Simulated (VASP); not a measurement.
Crystal: BiSbSe.

```xyz
3
Lattice="4.8166 0.0000 0.0000 -2.4083 4.1713 0.0000 0.0000 0.0000 4.7024" Properties=species:S:1:pos:R:3 pbc="T T T"
Sb    2.4083    1.3904    2.3512
Bi    0.0000    0.0000    0.0000
Se    0.0000    2.7809    2.3512
```

The cell was built by a generator and needn't be a form met in nature.

```yaml
Program: VASP 6.6.1
Task: relaxation of cell and atoms
Functional: PBE
Potentials_or_basis: VASP PAW PBE potentials, release 64 (Sb, Bi_d, Se)
Cutoff: 600 eV
k_mesh: 7 × 7 × 6
Occupations: gaussian, width 0.05 eV
Spin: no spin polarisation
```

At the start: pressure -1.2 GPa; volume 31.49 Å³/atom.

**Question.** Where does the relaxation end?

**Answer.** Over 10 steps the energy falls by 214.5 meV/atom and the volume is 27.07 Å³/atom (-14.0 %); space group P-6m2 (No. 187, to 0.05 Å).

The path:
```tsv
step	energy change (eV)	largest force (eV/Å)	pressure (GPa)	volume (Å³)
1	0.0000	0.0000	-1.21	94.48
2	-0.1884	0.0000	-1.00	91.13
3	-0.6092	0.0000	1.49	79.97
4	-0.5291	0.0000	4.86	75.17
5	-0.6205	0.0000	2.08	78.74
6	-0.6200	0.0000	2.37	78.24
7	-0.5915	0.0000	-1.86	83.79
8	-0.6394	0.0000	0.65	80.17
9	-0.6431	0.0000	-0.20	81.56
10	-0.6435	0.0000	0.00	81.22
```

Final structure:
```
Sb Bi Se
1.0
     5.10507    0.00000    0.00000
    -2.55254    4.42112    0.00000
     0.00000    0.00000    3.59834
Sb Bi Se
1 1 1
Direct
  0.66667 0.33333 0.50000
  0.00000 0.00000 0.00000
  0.33333 0.66667 0.50000
```
